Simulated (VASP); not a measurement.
A convergence study with VASP on GaN (zinc blende): a few settings are varied, all else stays as given below, so the limit is that of these other settings. The cell's lengths are 1 % over those of the tabulated start and one atom is moved, so it is off equilibrium.

```
GaN
1.0
    0.00000     2.28260     2.28260
    2.28260     0.00000     2.28260
    2.28260     2.28260     0.00000
Ga N
1 1
Direct
  0.00000   0.00000   0.00000
  0.23673   0.26327   0.26327
```

The numbers are results of LDA (Ceperley-Alder, Perdew-Zunger), VASP's LDA PAW potentials (set 64) (plane waves; VASP 6.6.1), not measurements. The last row used: LREAL = Auto, 700 eV cut-off, 8×8×8 Γ-centred mesh, Gaussian smearing of 0.050 eV, potentials Ga_d N.

Gaps are read on the run's mesh, which can miss a band edge.

```json
[
 {"setting": "ENCUT = 400, LREAL = .FALSE., PREC = Normal", "E (eV/atom)": "-6.9334", "pressure (GPa)": "-14.68", "gap on the mesh (eV)": "1.369", "plane waves": "445"},
 {"setting": "ENCUT = 500, LREAL = .FALSE., PREC = Normal", "E (eV/atom)": "-6.9323", "pressure (GPa)": "-11.53", "gap on the mesh (eV)": "1.386", "plane waves": "620"},
 {"setting": "ENCUT = 600, LREAL = .FALSE., PREC = Normal", "E (eV/atom)": "-6.9324", "pressure (GPa)": "-11.52", "gap on the mesh (eV)": "1.386", "plane waves": "821"},
 {"setting": "ENCUT = 700, LREAL = .FALSE., PREC = Normal", "E (eV/atom)": "-6.9332", "pressure (GPa)": "-11.56", "gap on the mesh (eV)": "1.386", "plane waves": "1012"},
 {"setting": "ENCUT = 500, LREAL = .FALSE., PREC = Accurate", "E (eV/atom)": "-6.9323", "pressure (GPa)": "-11.52", "gap on the mesh (eV)": "1.385", "plane waves": "620"},
 {"setting": "ENCUT = 600, LREAL = .FALSE., PREC = Accurate", "E (eV/atom)": "-6.9324", "pressure (GPa)": "-11.53", "gap on the mesh (eV)": "1.386", "plane waves": "821"},
 {"setting": "ENCUT = 400, LREAL = Auto, PREC = Normal", "E (eV/atom)": "-6.9336", "pressure (GPa)": "-14.67", "gap on the mesh (eV)": "1.369", "plane waves": "445"},
 {"setting": "ENCUT = 500, LREAL = Auto, PREC = Normal", "E (eV/atom)": "-6.9320", "pressure (GPa)": "-11.61", "gap on the mesh (eV)": "1.385", "plane waves": "620"},
 {"setting": "ENCUT = 600, LREAL = Auto, PREC = Normal", "E (eV/atom)": "-6.9323", "pressure (GPa)": "-11.53", "gap on the mesh (eV)": "1.385", "plane waves": "821"},
 {"setting": "ENCUT = 700, LREAL = Auto, PREC = Normal", "E (eV/atom)": "-6.9334", "pressure (GPa)": "-11.61", "gap on the mesh (eV)": "1.386", "plane waves": "1012"},
 {"setting": "ENCUT = 400, LREAL = Auto, PREC = Accurate", "E (eV/atom)": "-6.9328", "pressure (GPa)": "-14.76", "gap on the mesh (eV)": "1.369", "plane waves": "445"},
 {"setting": "ENCUT = 500, LREAL = Auto, PREC = Accurate", "E (eV/atom)": "-6.9327", "pressure (GPa)": "-11.52", "gap on the mesh (eV)": "1.386", "plane waves": "620"},
 {"setting": "ENCUT = 600, LREAL = Auto, PREC = Accurate", "E (eV/atom)": "-6.9326", "pressure (GPa)": "-11.53", "gap on the mesh (eV)": "1.386", "plane waves": "821"},
 {"setting": "ENCUT = 700, LREAL = Auto, PREC = Accurate", "E (eV/atom)": "-6.9334", "pressure (GPa)": "-11.55", "gap on the mesh (eV)": "1.386", "plane waves": "1012"}
]
```

Left out are rungs that failed or repeat a setting and relaxations that didn't move; long series are thinned to 24 rows.

The compound is GaN in the zinc blende structure, a metastable form; wurtzite is the usual one. The cell was not relaxed at this level, it is distorted from the ideal structure.
